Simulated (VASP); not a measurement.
BAs (relaxed from the zinc blende structure, space group F-43m) relaxed at rising pressure, in one space group throughout; other phases were not tried. The pressures are those reached. All values below come from PBEsol GGA, VASP's PBE PAW potentials (set 64) (plane waves; VASP 6.6.1).

```json
[
 {"P (GPa)": "-0.04", "V (Å³/atom)": "13.635", "k-mesh": "10×10×10"},
 {"P (GPa)": "4.98", "V (Å³/atom)": "13.188", "k-mesh": "10×10×10"},
 {"P (GPa)": "9.98", "V (Å³/atom)": "12.807", "k-mesh": "10×10×10"},
 {"P (GPa)": "19.82", "V (Å³/atom)": "12.187", "k-mesh": "10×10×10"},
 {"P (GPa)": "29.78", "V (Å³/atom)": "11.680", "k-mesh": "10×10×10"}
]
```

Task: Fit an equation of state and predict the volume at 44.96 GPa.

Result: Least squares on the third-order Birch-Murnaghan form, P = (3B0/2)(y⁷ − y⁵)[1 + (3/4)(B′ − 4)(y² − 1)] with y = (V0/V)^(1/3), gives V0 = 13.631 Å³/atom, B0 = 141 GPa and B′ = 4.0, and so 11.061 Å³/atom. The run gave 11.059 Å³/atom, -0.0 % from the fit.

Pressures at which the relaxation failed are left out.

The structure was generated: BAs was put into the zinc blende type (F-43m), which need not be its known phase.
